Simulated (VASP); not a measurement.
# AlGa3O6 (R3) in VASP: relaxation of cell and atoms with PBE

Aim: the relaxation of cell and atoms of AlGa3O6 with PBE.

Everything below comes from runs of VASP 6.6.1. Logs are shortened: lines on timing, memory, paths and dates and some standing lists are left out, and cuts for length are marked.

## (1) The crystal as given

It takes space group R3 (No. 146, trigonal). Conventional cell: a = 4.932 Å, b = 4.932 Å, c = 13.462 Å, α = 90.00°, β = 90.00°, γ = 120.00°. Ga (site symmetry 3) is surrounded by 6 O at 1.92 to 2.04 Å. Around Ga (site symmetry 3) lie 6 O at 1.92 to 2.04 Å. Ga (site symmetry 3) has 6 O at 1.92 to 2.04 Å as nearest neighbours. Al (site symmetry 3) has 6 O at 1.92 to 2.04 Å as nearest neighbours. O (site symmetry 1) has 3 Ga at 1.92 to 2.04 Å and 1 Al at 1.92 Å as nearest neighbours. O (site symmetry 1) is surrounded by 3 Ga at 1.92 to 2.04 Å and 1 Al at 2.04 Å.

The cell comes from a database or a generator and needn't be the stable form of this composition.

## (2) Relaxation of cell and atoms, PBE

Contents of INCAR:

```
PREC = Accurate ; ENCUT = 600
EDIFF = 1E-6 ; ISMEAR = 0
SIGMA = 0.02 ; LREAL = False
LASPH = True ; NELM = 60
ALGO = Fast ; ISIF = 3
LWAVE = False ; LCHARG = False
GGA = PE ; IBRION = 2
NSW = 60 ; EDIFFG = -0.005
KPAR = 4
```

Contents of KPOINTS:

```
regular mesh
0
Gamma
  6 6 6
```

Contents of POSCAR:

```
AlGa3O6
1.0
   -2.4658782700      4.2710264500      0.0000000000
   -4.9317565400      0.0000000000      0.0000000000
   -2.4658782700      1.4236754800      4.4873951700
Ga Al O
3 1 6
Direct
    0.3520960000      0.3520960000      0.9437120000
    0.1479040000      0.1479040000      0.5562880000
    0.8520960000      0.8520960000      0.4437120000
    0.6479040000      0.6479040000      0.0562880000
    0.2500000000      0.5561455000      0.2500000000
    0.4438545000      0.0561455000      0.7500000000
    0.5561455000      0.9438545000      0.2500000000
    0.9438545000      0.2500000000      0.2500000000
    0.0561455000      0.7500000000      0.7500000000
    0.7500000000      0.4438545000      0.7500000000
```

Potentials or basis: VASP PAW PBE potentials, release 64 (Ga_d, Al, O).

Run with:

```
cat potpaw_PBE.64/Ga_d/POTCAR potpaw_PBE.64/Al/POTCAR potpaw_PBE.64/O/POTCAR > POTCAR
mpirun -np 4 vasp_std > vasp.out
```

OUTCAR:

```text
PREC = Accurate
   ENCUT = 600
   EDIFF = 1E-6
   ISMEAR = 0
   LREAL = False
   LASPH = True
   NELM = 60
   ISIF = 3
   GGA = PE
   IBRION = 2
   NSW = 60
   EDIFFG = -0.005

 ion  position               nearest neighbor table
   1  0.352  0.352  0.944-   9 1.92   6 1.92  10 1.92   7 2.04   5 2.04   8 2.04   2 2.75   4 2.89
                             4 2.89   4 2.89
   2  0.148  0.148  0.556-   6 1.92   9 1.92  10 1.92   8 2.04   5 2.04   7 2.04   1 2.75   3 2.89
                             3 2.89   3 2.89
   3  0.852  0.852  0.444-   7 1.92   8 1.92   5 1.92   9 2.04  10 2.04   6 2.04   4 2.75   2 2.89
                             2 2.89   2 2.89
   4  0.648  0.648  0.056-   8 1.92   7 1.92   5 1.92   6 2.04  10 2.04   9 2.04   3 2.75   1 2.89
                             1 2.89   1 2.89
   5  0.250  0.556  0.250-   4 1.92   3 1.92   1 2.04   2 2.04
   6  0.444  0.056  0.750-   2 1.92   1 1.92   4 2.04   3 2.04
   7  0.556  0.944  0.250-   3 1.92   4 1.92   1 2.04   2 2.04
   8  0.944  0.250  0.250-   4 1.92   3 1.92   2 2.04   1 2.04
   9  0.056  0.750  0.750-   1 1.92   2 1.92   3 2.04   4 2.04
  10  0.750  0.444  0.750-   1 1.92   2 1.92   4 2.04   3 2.04

  LATTYP: Found a trigonal (rhomboedric) cell.
 ALAT       =     5.3145200120
 COS(alpha) =     0.5694286095

  Lattice vectors:

 A1 = (   0.0000000000,  -2.8473509700,   4.4873951700)
 A2 = (   2.4658782700,   1.4236754800,   4.4873951700)
 A3 = (  -2.4658782700,   1.4236754800,   4.4873951700)

Analysis of symmetry for initial positions (statically):
=====================================================================
 Subroutine PRICEL returns:
 Original cell was already a primitive cell.

 Routine SETGRP: Setting up the symmetry group for a
 trigonal (rhombohedral) supercell.

 Subroutine GETGRP returns: Found  3 space group operations
 (whereof  3 operations were pure point group operations)
 out of a pool of 12 trial point group operations.

The static configuration has the point symmetry C_3 .

Analysis of symmetry for dynamics (positions and initial velocities):
=====================================================================
 Subroutine PRICEL returns:
 Original cell was already a primitive cell.

 Routine SETGRP: Setting up the symmetry group for a
 trigonal (rhombohedral) supercell.

 Subroutine GETGRP returns: Found  3 space group operations
 (whereof  3 operations were pure point group operations)
 out of a pool of 12 trial point group operations.

The dynamic configuration has the point symmetry C_3 .

 Subroutine INISYM returns: Found  3 space group operations
 (whereof  3 operations are pure point group operations),
 and found     1 'primitive' translations
[... 133 lines left out ...]
  Fermi-wavevector in a.u.,A,eV,Ry     =   1.535549  2.901767 32.081316  2.357910
  Thomas-Fermi vector in A             =   2.642322
   LORBIT       =      0    0 simple, 1 ext, 2 COOP (PROOUT), +10 PAW based schemes
   GGA     = PE    functional components
   LHFCALC =     F    Hartree Fock is set to
   AEXX    =    0.0000 exact exchange contribution
   IVDW    =     0    specifies the selected vdW correction
   LEPSILON=     F    determine dielectric tensor
   LRPA    =     F    only Hartree local field effects (RPA)
 conjugate gradient relaxation of ions
 non-spin polarized calculation
 RMM-DIIS sequential band-by-band and
 Gauss-broadening in eV      SIGMA  =   0.02
  energy-cutoff  :      600.00
  volume of cell :       94.52
 maximum number of plane-waves:      3173
   NGX = 19   NGY = 19   NGZ = 21

--------------------------------------- Ionic step        1  -------------------------------------------

 number of electron      77.9999999 magnetization

 Free energy of the ion-electron system (eV)
  ---------------------------------------------------
  ext. energy  EPLUGINS =         0.00000000
  ---------------------------------------------------
  free energy    TOTEN  =       -62.87778401 eV

  energy without entropy =      -62.87778401  energy(sigma->0) =      -62.87778401

------------------------ aborting loop because EDIFF is reached ----------------------------------------

  FORCE on cell =-STRESS in cart. coord.  units (eV):
  Direction    XX          YY          ZZ          XY          YZ          ZX
  --------------------------------------------------------------------------------------
  -------------------------------------------------------------------------------------
  Total        4.8271762      4.8271762      4.0890399      0.0000001     -0.0000000      0.0000000
  in kB       81.8230246     81.8230246     69.3112491      0.0000016     -0.0000001      0.0000000
  external PRESSURE =      77.6524328 kB  Pullay stress =       0.0000000 kB
[... 113 lines left out ...]
  FREE ENERGIE OF THE ION-ELECTRON SYSTEM (eV)
  ---------------------------------------------------
  free  energy   TOTEN  =       -63.1195730000 eV

  energy  without entropy=      -63.1195730000  energy(sigma->0) =      -63.11957300

[... ionic steps 4 to 20 ...]

--------------------------------------- Ionic step       21  -------------------------------------------

 number of electron      77.9999997 magnetization

------------------------ aborting loop because EDIFF is reached ----------------------------------------
[... 83 lines left out ...]
--------------------------------------- Ionic step       23  -------------------------------------------

 number of electron      77.9999998 magnetization

 Free energy of the ion-electron system (eV)
  ---------------------------------------------------
  ext. energy  EPLUGINS =         0.00000000
  ---------------------------------------------------
  free energy    TOTEN  =       -63.19693164 eV

  energy without entropy =      -63.19693164  energy(sigma->0) =      -63.19693164

 E-fermi :   4.6711     XC(G=0): -11.8704

 val. band max:        4.5227065459   @ k =  -0.1667   0.1667   0.0000
 cond. band min:       7.5327596766   @ k =   0.0000   0.0000   0.0000
 fundamental gap:      3.0100531306
 Fermi energy:         4.6711241610

 k-point     1 :       0.0000    0.0000    0.0000
  band No.  band energies     occupation
      1     -14.2663      2.00000
      2     -12.3269      2.00000
      3     -12.3269      2.00000
      4     -12.3002      2.00000
      5     -12.1021      2.00000
      6     -12.1021      2.00000
[... 1165 lines left out ...]
     45      14.3310      0.00000
     46      15.1504      0.00000

 [... further k-points ...]
[... 5 lines left out ...]
  --------------------------------------------------------------------------------------
  -------------------------------------------------------------------------------------
  Total        0.0070915      0.0070915      0.0128623      0.0000002     -0.0000000      0.0000000
  in kB        0.1166581      0.1166581      0.2115914      0.0000036     -0.0000000      0.0000000
  external PRESSURE =       0.1483025 kB  Pullay stress =       0.0000000 kB
[... 25 lines left out ...]
  FREE ENERGIE OF THE ION-ELECTRON SYSTEM (eV)
  ---------------------------------------------------
  free  energy   TOTEN  =       -63.1969316370 eV

  energy  without entropy=      -63.1969316370  energy(sigma->0) =      -63.19693164

 reached required accuracy - stopping structural energy minimisation
```

It took 8.2 min on 4 MPI ranks of Intel Xeon 6975P-C (Granite Rapids), shared host; peak memory 0.38 GiB.

Results:

```
Free energy                            : -63.1969 eV
Relaxed volume                         : 9.74 Å³/atom
Relaxed cell                           : a = 5.000 Å, b = 5.000 Å, c = 5.346 Å, α = 62.12°, β = 62.12°, γ = 60.00°
Space group after relaxing (to 0.05 Å) : R3 (No. 146)
Energy gained by relaxing              : 31.9 meV/atom
Ionic steps                            : 23
Pressure after relaxing                : 0.0 GPa
Largest force after relaxing           : 0.005 eV/Å
Band gap on the k mesh                 : 3.01 eV, indirect (least direct gap 3.18 eV)
```

Forces in eV/Å, atoms in the order of the input:
```
Ga   0.000  0.000 -0.002
Ga   0.000  0.000  0.005
Ga   0.000  0.000 -0.003
Al   0.000  0.000 -0.003
O    0.000 -0.003  0.001
O   -0.003  0.000  0.000
O   -0.002  0.001  0.001
O    0.002  0.001  0.001
O    0.002  0.003  0.000
O    0.001 -0.003  0.000
```

The path:
```
step  energy change (eV)  largest force (eV/Å)  pressure (GPa)  volume (Å³)
   1              0.0000                1.2393            7.77        94.52
   2             -0.2024                0.4854           -6.51       100.93
   3             -0.2418                0.5176           -2.91        99.00
   4             -0.2953                0.3860            0.01        97.50
   5             -0.2965                0.3632            0.53        97.24
   6             -0.3142                0.1914            0.28        97.30
   7             -0.3169                0.1266            0.17        97.32
   8             -0.3189                0.0328           -0.18        97.48
   9             -0.3189                0.0321           -0.19        97.48
  10             -0.3191                0.0118            0.13        97.33
  11             -0.3191                0.0159            0.09        97.36
  12             -0.3191                0.0124            0.00        97.39
  13             -0.3191                0.0115           -0.02        97.39
  14             -0.3191                0.0119            0.02        97.39
  15             -0.3191                0.0054            0.02        97.41
  16             -0.3191                0.0056           -0.01        97.42
  17             -0.3191                0.0069           -0.07        97.41
  18             -0.3191                0.0064           -0.04        97.41
  19             -0.3191                0.0057           -0.06        97.39
  20             -0.3191                0.0063           -0.02        97.39
  21             -0.3191                0.0071            0.02        97.39
  22             -0.3191                0.0069            0.00        97.40
  23             -0.3191                0.0050            0.01        97.39
```

Final structure:
```
Ga Al O
1.0
    -2.49978    4.32975    0.00000
    -4.99956    0.00000    0.00000
    -2.49978    1.44325    4.49923
Ga Al O
3 1 6
Direct
  0.35512 0.35512 0.93465
  0.14419 0.14419 0.56742
  0.85957 0.85957 0.42130
  0.64969 0.64969 0.05094
  0.26535 0.55271 0.24953
  0.44709 0.04242 0.75903
  0.55271 0.93241 0.24953
  0.93241 0.26535 0.24953
  0.04242 0.75145 0.75903
  0.75145 0.44709 0.75903
```

A k mesh can miss the band edges. As with any semilocal functional, this PBE gap is likely too small.
